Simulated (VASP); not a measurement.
Energy against volume of Gd (hcp). Method: PBE GGA with D3 dispersion (zero damping), VASP's PBE PAW potentials (set 64) (plane waves; VASP). Settings: 520 eV cut-off, 12×12×7 Γ-centred mesh, first-order Methfessel-Paxton smearing of 0.10 eV, potentials Gd_3.

The 4f electrons are frozen in the core of the lanthanide potential, so 4f levels, which can set the real gap, and their magnetism are missing.

Shape and ions are relaxed at each volume.

| V (Å³/atom) | E (eV/atom) |
|---|---|
| 29.245 | -4.94579 |
| 30.179 | -4.95514 |
| 31.112 | -4.95699 |
| 32.045 | -4.95245 |

### Question
Fit these four points and predict the energy of the run at 32.979 Å³/atom.

### Answer
A cubic in V^(−2/3), the third-order Birch-Murnaghan form, passes through the four points with V0 = 30.89 Å³/atom and B0 = 38 GPa, and gives -4.9424 eV/atom there. The run gave -4.9424 eV/atom, -0.0 meV/atom from the fit; all five points give B0 = 38 GPa.

The compound is Gd in the hcp structure. It was relaxed first, which changed the volume by -6 %.
